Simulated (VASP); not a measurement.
Given:

```yaml
crystal:
  lattice:
    - [0.00000, 1.99898, 1.99898]
    - [1.99898, 0.00000, 1.99898]
    - [1.99898, 1.99898, 0.00000]
  atoms:
    - { symbol: Ag, position: [0.00000, 0.00000, 0.00000] }
```

Method: r2SCAN+rVV10, VASP's PBE PAW potentials (set 64) (plane waves; VASP). Run with 520 eV cut-off, 15×15×15 Γ-centred mesh, first-order Methfessel-Paxton smearing of 0.10 eV, potentials Ag.

Problem. Give the stress tensor in GPa (positive for a compressed cell).

Solution. 
```
8.27  0.00  0.00
0.00  8.27  0.00
0.00  0.00  8.27
```
The pressure is its mean diagonal, 8.27 GPa.

The compound is Ag in the fcc structure. This cell is one point of a volume scan, at 0.94 of the reference volume.
